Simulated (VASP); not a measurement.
A convergence study with VASP on Mo (bcc): one setting is varied, all else stays as given below, so the limit is that of these other settings. The cell's lengths are 1 % over those of the tabulated start, so it is off equilibrium.

```yaml
crystal:
  lattice:
    - [-1.59075, 1.59075, 1.59075]
    - [1.59075, -1.59075, 1.59075]
    - [1.59075, 1.59075, -1.59075]
  atoms:
    - { symbol: Mo, position: [0.00000, 0.00000, 0.00000] }
```

These are PBE GGA, VASP's PBE PAW potentials (set 64) (plane waves; VASP) values and carry that method's errors. The tightest run used: 1000 eV cut-off, 18×18×18 Γ-centred mesh, first-order Methfessel-Paxton smearing of 0.10 eV, potentials Mo_sv.

| setting | E (eV/atom) | pressure (GPa) | plane waves |
|---|---|---|---|
| ENCUT = 150 | -7.7855 | -514.32 | 79 |
| ENCUT = 200 | -10.6683 | -81.40 | 116 |
| ENCUT = 250 | -10.9206 | -9.50 | 152 |

Q: These are the cheaper rows. Estimate the results at ENCUT = 1000, and how far the last row shown lies from them.

A: 
```
quantity        tightest run  last row shown is off by
--------------  ------------  ------------------------
E (eV/atom)         -10.9292                    0.0086
pressure (GPa)         -4.52                     -4.97
```

Left out are rungs that failed or repeat a setting and relaxations that didn't move; long series are thinned to 24 rows.

The compound is Mo in the bcc structure. The cell was not relaxed at this level.
